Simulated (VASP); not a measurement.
Crystal: NbSiO4.

```
Nb Si O
1.0
     3.38467    0.00000    0.00000
     0.00000    3.38467    0.00000
     0.00000    0.00000    5.62985
Nb Si O
1 1 4
Direct
  0.00000 0.00000 0.00000
  0.50000 0.50000 0.50000
  0.50000 0.00000 0.69755
  0.00000 0.50000 0.30245
  0.50000 0.00000 0.30245
  0.00000 0.50000 0.69755
```

The cell was built by a generator and needn't be a form met in nature.

| Quantity | Value |
| --- | --- |
| Program | VASP 6.6.1 |
| Task | relaxation of cell and atoms |
| Functional | PBE |
| Potentials or basis | VASP PAW PBE potentials, release 64 (Nb_sv, Si, O) |
| Cutoff | 520 eV |
| k mesh | 4 × 4 × 3 |
| Occupations | gaussian, width 0.15 eV |
| Spin | no spin polarisation |

At the start: pressure -29.4 GPa; volume 10.75 Å³/atom.

How do energy, volume and symmetry change on relaxing?

Over 10 steps the energy falls by 569.2 meV/atom and the volume is 9.28 Å³/atom (-13.6 %); space group P4/mmm (No. 123, to 0.05 Å).

Step by step:
```tsv
step	energy change (eV)	largest force (eV/Å)	pressure (GPa)	volume (Å³)
1	0.0000	2.8035	-29.38	64.50
2	-1.8436	2.2109	54.03	47.39
3	-2.6029	3.1390	12.74	52.45
4	-2.6059	3.0960	15.69	51.96
5	-2.9116	2.2562	22.30	52.83
6	-3.2512	0.0829	17.01	52.46
7	-3.2828	0.4488	-12.55	58.81
8	-3.4107	0.2045	-0.44	55.67
9	-3.4108	0.1979	-0.04	55.60
10	-3.4154	0.0414	0.28	55.69
```

Final structure:
```
Nb Si O
1.0
     3.37435    0.00000    0.00000
     0.00000    3.37435    0.00000
     0.00000    0.00000    4.89137
Nb Si O
1 1 4
Cartesian
  0.0000 0.0000 0.0000
  1.6872 1.6872 2.4457
  1.6872 0.0000 3.6034
  0.0000 1.6872 1.2879
  1.6872 0.0000 1.2879
  0.0000 1.6872 3.6034
```

Caveat: the k mesh is coarse (spacing up to 0.46 Å⁻¹), so the values aren't converged; an odd number of electrons without spin polarisation forces a metal; a magnetic or distorted state may lie lower.
